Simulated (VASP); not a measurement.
Input:

```xyz
1
Lattice="3.2691 0.0000 0.0000 0.0000 3.2691 0.0000 0.0000 0.0000 3.2691" Properties=species:S:1:pos:R:3 pbc="T T T"
Ho     0.0000     0.0000     0.0000
```

The numbers are results of PBEsol GGA, VASP's PBE PAW potentials (set 64) (plane waves; VASP 6.6.1), not measurements. Settings: 400 eV cut-off, 10×10×10 Γ-centred mesh, first-order Methfessel-Paxton smearing of 0.10 eV, potentials Ho_3.

The 4f electrons are frozen in the core of the lanthanide potential, so 4f levels, which can set the real gap, and their magnetism are missing. Energy and stress use the plane-wave basis of the starting cell.

Q: The ions, cell shape and volume are relaxed. Which structure does the run end with?

A: 
```xyz
1
Lattice="3.1615 0.0000 0.0000 0.0000 3.1615 0.0000 0.0000 0.0000 3.1615" Properties=species:S:1:pos:R:3 pbc="T T T"
Ho     0.0000     0.0000     0.0000
```
Space group Pm-3m (221), at a tolerance of 0.03 Å.

Q: How do energy and volume change from the first to the last step?

A: The energy (σ→0) changes by -32.9 meV/atom and the volume by -9.6 %, in 3 ionic steps.

```
step  E(σ→0) (eV)  max force (eV/Å)  pressure (GPa)  volume (Å³)
----  -----------  ----------------  --------------  -----------
1         -4.1025             0.000           -2.91        34.94
2         -4.1351             0.000           -0.25        31.82
3         -4.1353             0.000           -0.01        31.60
```

The structure was generated: Ho was put into the simple-cubic type (Pm-3m), which need not be its known phase. This run relaxes it. Symmetry was kept, so distortions that lower it aren't found.
